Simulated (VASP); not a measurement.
Computed with PBE GGA, VASP's PBE PAW potentials (set 64) (plane waves; VASP).

VASP ran on this input.

INCAR:
```
# general
SYSTEM   =  PdIn
PREC     =  Accurate
ENCUT    =  530
LREAL    =  .FALSE.
LASPH    =  .TRUE.

# electronic loop
EDIFF    =  1E-7
NELM     =  100
ALGO     =  Normal
LMAXMIX  =  4

# smearing
ISMEAR   =  1
SIGMA    =  0.1

# functional
GGA      =  PE

# ions
IBRION   =  6
NSW      =  1
ISIF     =  3
POTIM    =  0.015
NFREE    =  2

# output
LWAVE    =  .FALSE.
LCHARG   =  .FALSE.
```

**POSCAR**
```
PdIn
1.0
  3.3063622438   0.0000000000   0.0000000000
  0.0000000000   3.3063622438   0.0000000000
  0.0000000000   0.0000000000   3.3063622438
In Pd
1 1
Direct
  0.5000000000   0.5000000000   0.5000000000
  0.0000000000   0.0000000000   0.0000000000
```

KPOINTS:
```
Automatic mesh
0
G
  10 10 10
```

POTCAR, in this order: In_d Pd (PBE.64 set). Program: vasp_std.

Output

### OUTCAR
```
 ion  position               nearest neighbor table
   1  0.500  0.500  0.500-   2 2.86   2 2.86   2 2.86   2 2.86   2 2.86   2 2.86   2 2.86   2 2.86
  LATTYP: Found a simple cubic cell.
 ALAT       =     3.3063622438
 Subroutine PRICEL returns:
 Original cell was already a primitive cell.
 Subroutine GETGRP returns: Found 48 space group operations
The static configuration has the point symmetry O_h .
The dynamic configuration has the point symmetry O_h .
 Subroutine INISYM returns: Found 48 space group operations
 Subroutine IBZKPT returns following result:
 Found     56 irreducible k-points:

 Following reciprocal coordinates:
            Coordinates               Weight
  0.000000  0.000000  0.000000      1.000000
  0.100000  0.000000  0.000000      6.000000
  0.200000  0.000000  0.000000      6.000000
  0.300000  0.000000  0.000000      6.000000
  0.400000  0.000000  0.000000      6.000000
  0.500000  0.000000  0.000000      3.000000
  0.100000  0.100000  0.000000     12.000000
  0.200000  0.100000  0.000000     24.000000
  0.300000  0.100000  0.000000     24.000000
  0.400000  0.100000  0.000000     24.000000
  0.500000  0.100000  0.000000     12.000000
  0.200000  0.200000  0.000000     12.000000
  0.300000  0.200000  0.000000     24.000000
  0.400000  0.200000  0.000000     24.000000
  0.500000  0.200000  0.000000     12.000000
  0.300000  0.300000  0.000000     12.000000
  0.400000  0.300000  0.000000     24.000000
  0.500000  0.300000  0.000000     12.000000
  0.400000  0.400000  0.000000     12.000000
  0.500000  0.400000  0.000000     12.000000
  0.500000  0.500000  0.000000      3.000000
  0.100000  0.100000  0.100000      8.000000
  0.200000  0.100000  0.100000     24.000000
  0.300000  0.100000  0.100000     24.000000
  0.400000  0.100000  0.100000     24.000000
  0.500000  0.100000  0.100000     12.000000
  0.200000  0.200000  0.100000     24.000000
  0.300000  0.200000  0.100000     48.000000
  0.400000  0.200000  0.100000     48.000000
  0.500000  0.200000  0.100000     24.000000
  0.300000  0.300000  0.100000     24.000000
  0.400000  0.300000  0.100000     48.000000
  0.500000  0.300000  0.100000     24.000000
  0.400000  0.400000  0.100000     24.000000
  0.500000  0.400000  0.100000     24.000000
  0.500000  0.500000  0.100000      6.000000
  0.200000  0.200000  0.200000      8.000000
  0.300000  0.200000  0.200000     24.000000
  0.400000  0.200000  0.200000     24.000000
  0.500000  0.200000  0.200000     12.000000
 Subroutine IBZKPT_HF returns following result:
   k-points           NKPTS =     56   k-points in BZ     NKDIM =     56   number of bands    NBANDS=     15
   number of dos      NEDOS =    301   number of ions     NIONS =      2
   total plane-waves  NPLWV =  21952
   dimension x,y,z NGX =    28 NGY =   28 NGZ =   28
   dimension x,y,z NGXF=    56 NGYF=   56 NGZF=   56
   ions per type =               1   1
   PREC   = accura    normal or accurate (medium, high low for compatibility)
   ISTART =      0    job   : 0-new  1-cont  2-samecut
   ICHARG =      2    charge: 1-file 2-atom 10-const
   ISPIN  =      1    spin polarized calculation?
   LNONCOLLINEAR =      F non collinear calculations
   LSORBIT =      F    spin-orbit coupling
   INIWAV =      1    electr: 0-lowe 1-rand  2-diag
   ENCUT  =  530.0 eV  38.95 Ry    6.24 a.u.   6.21  6.21  6.21*2*pi/ulx,y,z
   NELM   =    100;   NELMIN=  2; NELMDL= -5     # of ELM steps
   EDIFF  = 0.1E-06   stopping-criterion for ELM
   LREAL  =      F    real-space projection
   NLSPLINE    = F    spline interpolate recip. space projectors
   LMAXMIX     =    4 max onsite mixed and CHGCAR
...
```

### OSZICAR
```
...
DAV:   7    -0.874692817321E+01    0.12973E-06   -0.19907E-06 13696   0.223E-02    0.560E-03
DAV:   8    -0.874692822661E+01   -0.53397E-07   -0.10145E-07  6171   0.641E-03
   9 F= -.87469282E+01 E0= -.87467500E+01  d E =-.534590E-03
       N       E                     dE             d eps       ncg     rms          rms(c)
DAV:   1    -0.877748800829E+01   -0.30560E-01   -0.15223E+00 11350   0.119E+01    0.881E-01
DAV:   2    -0.875819714113E+01    0.19291E-01   -0.29178E-02 13183   0.245E+00    0.545E-01
DAV:   3    -0.874675403672E+01    0.11443E-01   -0.18017E-02 13361   0.233E+00    0.113E-01
DAV:   4    -0.874685402676E+01   -0.99990E-04   -0.15777E-03 10998   0.430E-01    0.107E-01
DAV:   5    -0.874687414626E+01   -0.20120E-04   -0.10020E-04 15384   0.131E-01    0.517E-02
DAV:   6    -0.874692394808E+01   -0.49802E-04   -0.39045E-05 13470   0.934E-02    0.456E-03
DAV:   7    -0.874692520609E+01   -0.12580E-05   -0.28014E-06 10930   0.199E-02    0.366E-03
DAV:   8    -0.874692768618E+01   -0.24801E-05   -0.94895E-08  6696   0.485E-03    0.360E-04
DAV:   9    -0.874692818144E+01   -0.49527E-06   -0.29747E-08  5254   0.235E-03    0.113E-04
DAV:  10    -0.874692820953E+01   -0.28083E-07   -0.75717E-09  5121   0.114E-03
  10 F= -.87469282E+01 E0= -.87467500E+01  d E =-.534499E-03
       N       E                     dE             d eps       ncg     rms          rms(c)
DAV:   1    -0.881417881930E+01   -0.67251E-01   -0.16921E+00 10951   0.122E+01    0.134E+00
DAV:   2    -0.876938880852E+01    0.44790E-01   -0.52733E-02 12396   0.315E+00    0.806E-01
DAV:   3    -0.874680154011E+01    0.22587E-01   -0.36056E-02 13327   0.271E+00    0.177E-01
DAV:   4    -0.874694609374E+01   -0.14455E-03   -0.24251E-03 10469   0.528E-01    0.180E-01
DAV:   5    -0.874693538647E+01    0.10707E-04   -0.10428E-04 15370   0.159E-01    0.692E-02
DAV:   6    -0.874692828409E+01    0.71024E-05   -0.26287E-05 13668   0.663E-02    0.985E-03
DAV:   7    -0.874692816439E+01    0.11970E-06   -0.15165E-06 13863   0.207E-02    0.497E-03
DAV:   8    -0.874692822779E+01   -0.63403E-07   -0.10350E-07  5731   0.654E-03
  11 F= -.87469282E+01 E0= -.87467500E+01  d E =-.534594E-03
       N       E                     dE             d eps       ncg     rms          rms(c)
DAV:   1    -0.876291765215E+01   -0.15989E-01   -0.15045E+00 11083   0.114E+01    0.880E-01
DAV:   2    -0.874889879296E+01    0.14019E-01   -0.29773E-02 13131   0.244E+00    0.546E-01
DAV:   3    -0.874545598750E+01    0.34428E-02   -0.18033E-02 13113   0.231E+00    0.117E-01
DAV:   4    -0.874600099418E+01   -0.54501E-03   -0.17585E-03 11215   0.454E-01    0.112E-01
DAV:   5    -0.874621721617E+01   -0.21622E-03   -0.73784E-05 14094   0.978E-02    0.795E-02
DAV:   6    -0.874689818412E+01   -0.68097E-03   -0.61058E-05 12530   0.132E-01    0.416E-03
DAV:   7    -0.874690576512E+01   -0.75810E-05   -0.60505E-06 11447   0.274E-02    0.331E-03
DAV:   8    -0.874692578640E+01   -0.20021E-04   -0.20181E-07  9222   0.624E-03    0.342E-04
DAV:   9    -0.874692791147E+01   -0.21251E-05   -0.40152E-08  5261   0.246E-03    0.270E-04
DAV:  10    -0.874692818785E+01   -0.27638E-06   -0.11252E-08  5086   0.115E-03    0.150E-04
DAV:  11    -0.874692824179E+01   -0.53941E-07   -0.52284E-09  5009   0.842E-04
  12 F= -.87469282E+01 E0= -.87467501E+01  d E =-.534504E-03
       N       E                     dE             d eps       ncg     rms          rms(c)
DAV:   1    -0.881423733392E+01   -0.67309E-01   -0.16930E+00 11343   0.123E+01    0.135E+00
DAV:   2    -0.876937743977E+01    0.44860E-01   -0.52356E-02 11995   0.315E+00    0.807E-01
DAV:   3    -0.874680253932E+01    0.22575E-01   -0.36052E-02 13285   0.271E+00    0.177E-01
DAV:   4    -0.874694668784E+01   -0.14415E-03   -0.24184E-03 10692   0.526E-01    0.181E-01
DAV:   5    -0.874693590510E+01    0.10783E-04   -0.10421E-04 15317   0.155E-01    0.745E-02
DAV:   6    -0.874692828136E+01    0.76237E-05   -0.27345E-05 13756   0.716E-02    0.969E-03
DAV:   7    -0.874692816626E+01    0.11509E-06   -0.16048E-06 13930   0.209E-02    0.499E-03
DAV:   8    -0.874692822972E+01   -0.63461E-07   -0.10043E-07  5908   0.644E-03
  13 F= -.87469282E+01 E0= -.87467500E+01  d E =-.534596E-03
       N       E                     dE             d eps       ncg     rms          rms(c)
DAV:   1    -0.874530066559E+01    0.16275E-02   -0.18995E+00  5069   0.115E+01    0.670E-01
DAV:   2    -0.874513251407E+01    0.16815E-03   -0.55355E-02  5031   0.254E+00    0.376E-01
DAV:   3    -0.874481869356E+01    0.31382E-03   -0.61046E-03  5630   0.121E+00    0.136E-01
DAV:   4    -0.874693133172E+01   -0.21126E-02   -0.17878E-03  6099   0.635E-01    0.285E-02
DAV:   5    -0.874712660459E+01   -0.19527E-03   -0.14890E-04  4481   0.135E-01    0.132E-02
DAV:   6    -0.874717582993E+01   -0.49225E-04   -0.38531E-06  5471   0.230E-02    0.196E-03
DAV:   7    -0.874718412149E+01   -0.82916E-05   -0.70693E-08  3225   0.349E-03    0.816E-04
DAV:   8    -0.874718608976E+01   -0.19683E-05   -0.28302E-08  2191   0.214E-03    0.267E-04
DAV:   9    -0.874718636364E+01   -0.27388E-06   -0.66993E-09  2142   0.138E-03    0.968E-05
DAV:  10    -0.874718652060E+01   -0.15697E-06   -0.21504E-09  2051   0.666E-04    0.310E-05
DAV:  11    -0.874718655974E+01   -0.39132E-07   -0.86873E-10  2030   0.445E-04
  14 F= -.87471866E+01 E0= -.87469435E+01  d E =-.729277E-03
       N       E                     dE             d eps       ncg     rms          rms(c)
DAV:   1    -0.874093923606E+01    0.62473E-02   -0.34389E+00  4837   0.114E+01    0.317E-01
DAV:   2    -0.874715395720E+01   -0.62147E-02   -0.64717E-02  4949   0.233E+00    0.119E-01
DAV:   3    -0.874718359025E+01   -0.29633E-04   -0.79466E-04  5355   0.288E-01    0.105E-01
DAV:   4    -0.874718388019E+01   -0.28995E-06   -0.66836E-05  5534   0.102E-01    0.643E-02
DAV:   5    -0.874718534487E+01   -0.14647E-05   -0.15284E-05  5000   0.692E-02    0.237E-02
DAV:   6    -0.874718658907E+01   -0.12442E-05   -0.21888E-06  5531   0.176E-02    0.523E-03
DAV:   7    -0.874718655589E+01    0.33175E-07   -0.95360E-08  2275   0.545E-03
  15 F= -.87471866E+01 E0= -.87469435E+01  d E =-.729139E-03
       N       E                     dE             d eps       ncg     rms          rms(c)
DAV:   1    -0.874276229148E+01    0.44243E-02   -0.24922E+00  3780   0.114E+01    0.144E-01
DAV:   2    -0.874734666287E+01   -0.45844E-02   -0.47518E-02  5705   0.259E+00    0.910E-02
DAV:   3    -0.874726603754E+01    0.80625E-04   -0.29884E-04  4777   0.201E-01    0.664E-02
DAV:   4    -0.874719133066E+01    0.74707E-04   -0.20160E-04  4695   0.169E-01    0.204E-02
DAV:   5    -0.874718745350E+01    0.38772E-05   -0.34441E-05  5383   0.713E-02    0.125E-02
DAV:   6    -0.874718688196E+01    0.57153E-06   -0.16243E-06  4897   0.185E-02    0.684E-03
DAV:   7    -0.874718676841E+01    0.11356E-06   -0.60243E-07  4788   0.972E-03    0.657E-04
DAV:   8    -0.874718681599E+01   -0.47583E-07   -0.48302E-08  2065   0.328E-03
  16 F= -.87471868E+01 E0= -.87469437E+01  d E =-.729275E-03
       N       E                     dE             d eps       ncg     rms          rms(c)
DAV:   1    -0.874290506143E+01    0.42817E-02   -0.37677E+00  3780   0.990E+00    0.159E-01
DAV:   2    -0.874738296377E+01   -0.44779E-02   -0.47556E-02  5263   0.183E+00    0.946E-02
DAV:   3    -0.874731096945E+01    0.71994E-04   -0.75038E-04  4137   0.178E-01    0.701E-02
DAV:   4    -0.874719215314E+01    0.11882E-03   -0.55392E-04  4074   0.153E-01    0.184E-02
DAV:   5    -0.874718856719E+01    0.35859E-05   -0.18659E-05  4546   0.394E-02    0.118E-02
DAV:   6    -0.874718692653E+01    0.16407E-05   -0.37770E-06  4151   0.134E-02    0.593E-03
DAV:   7    -0.874718683413E+01    0.92409E-07   -0.14255E-06  4417   0.781E-03    0.110E-03
DAV:   8    -0.874718681819E+01    0.15938E-07   -0.84468E-08  2142   0.237E-03
  17 F= -.87471868E+01 E0= -.87469437E+01  d E =-.729288E-03
```

File OUTCAR:
```
------------------------ aborting loop because EDIFF is reached ----------------------------------------
  FORCE on cell =-STRESS in cart. coord.  units (eV):
  Direction    XX          YY          ZZ          XY          YZ          ZX
  --------------------------------------------------------------------------------------
  Total        0.0427066      0.0446175      0.0446175      0.0000000      0.0000000      0.0000000
  in kB        1.8930153      1.9777177      1.9777177      0.0000000      0.0000000      0.0000000
  external PRESSURE =       1.9494836 kB  Pullay stress =       0.0000000 kB
  volume of cell :       36.15
      direct lattice vectors                 reciprocal lattice vectors
     3.306362244  0.000000000  0.000000000     0.302447199  0.000000000  0.000000000
     0.000000000  3.306362244  0.000000000     0.000000000  0.302447199  0.000000000
     0.000000000  0.000000000  3.306362244     0.000000000  0.000000000  0.302447199
 POSITION                                       TOTAL-FORCE (eV/Angst)
 -----------------------------------------------------------------------------------
      1.65318      1.65318      1.65318        -0.052558      0.000000      0.000000
     -0.01500      0.00000      0.00000         0.052558      0.000000     -0.000000
 -----------------------------------------------------------------------------------
    total drift:                               -0.000221      0.000000     -0.000001
  FREE ENERGIE OF THE ION-ELECTRON SYSTEM (eV)
  ---------------------------------------------------
  free  energy   TOTEN  =        -8.7471868182 eV

  energy  without entropy=       -8.7464575298  energy(sigma->0) =       -8.74694372

   1 f  =    3.942582 THz    24.771973 2PiTHz  131.510379 cm-1    16.305202 meV
             X         Y         Z           dx          dy          dz
      1.653181  1.653181  1.653181     0.000000   -0.000000   -0.694361
      0.000000  0.000000  0.000000    -0.000000    0.000000    0.719626

   2 f  =    3.942582 THz    24.771973 2PiTHz  131.510379 cm-1    16.305202 meV
             X         Y         Z           dx          dy          dz
      1.653181  1.653181  1.653181    -0.571781    0.393960   -0.000000
      0.000000  0.000000  0.000000     0.592585   -0.408295    0.000000

   3 f  =    3.942582 THz    24.771973 2PiTHz  131.510379 cm-1    16.305202 meV
             X         Y         Z           dx          dy          dz
      1.653181  1.653181  1.653181    -0.393960   -0.571781   -0.000000
      0.000000  0.000000  0.000000     0.408295    0.592585    0.000000

   4 f/i=    0.004426 THz     0.027808 2PiTHz    0.147628 cm-1     0.018303 meV
             X         Y         Z           dx          dy          dz
      1.653181  1.653181  1.653181     0.682546   -0.228021    0.000000
      0.000000  0.000000  0.000000     0.658582   -0.220016    0.000000

   5 f/i=    0.004426 THz     0.027808 2PiTHz    0.147628 cm-1     0.018303 meV
             X         Y         Z           dx          dy          dz
      1.653181  1.653181  1.653181    -0.228021   -0.682546    0.000000
      0.000000  0.000000  0.000000    -0.220016   -0.658582    0.000000

   6 f/i=    0.004426 THz     0.027808 2PiTHz    0.147628 cm-1     0.018303 meV
             X         Y         Z           dx          dy          dz
      1.653181  1.653181  1.653181     0.000000   -0.000000   -0.719626
      0.000000  0.000000  0.000000    -0.000000    0.000000   -0.694361

 ELASTIC MODULI CONTR FROM IONIC RELAXATION (kBar)
 Direction    XX          YY          ZZ          XY          YZ          ZX
 --------------------------------------------------------------------------------
 XX           0.0000      0.0000      0.0000      0.0000      0.0000      0.0000
 YY           0.0000      0.0000      0.0000      0.0000      0.0000      0.0000
 ZZ           0.0000      0.0000      0.0000      0.0000      0.0000      0.0000
 XY           0.0000      0.0000      0.0000      0.0000      0.0000      0.0000
 YZ           0.0000      0.0000      0.0000      0.0000      0.0000      0.0000
 ZX           0.0000      0.0000      0.0000      0.0000      0.0000      0.0000
 --------------------------------------------------------------------------------

 TOTAL ELASTIC MODULI (kBar)
 Direction    XX          YY          ZZ          XY          YZ          ZX
 --------------------------------------------------------------------------------
 XX        1087.3092   1086.2729   1086.2729     -0.0000     -0.0000     -0.0000
 YY        1086.2729   1087.3092   1086.2729      0.0000      0.0000      0.0000
 ZZ        1086.2729   1086.2729   1087.3092     -0.0000     -0.0000      0.0000
 XY          -0.0000      0.0000     -0.0000    267.7076      0.0000      0.0000
 YZ          -0.0000      0.0000     -0.0000      0.0000    267.7076      0.0000
 ZX          -0.0000      0.0000      0.0000      0.0000      0.0000    267.7076
 --------------------------------------------------------------------------------
```
(Selected blocks of OUTCAR.)

Finite-difference elastic constants of metals are sensitive to mesh and smearing; shear constants can be off by tens of GPa.

The compound is PdIn in the CsCl type structure. It was relaxed first, which changed the volume by +5 %. The electron count is odd and the run is not spin-polarised, which forces a metal.
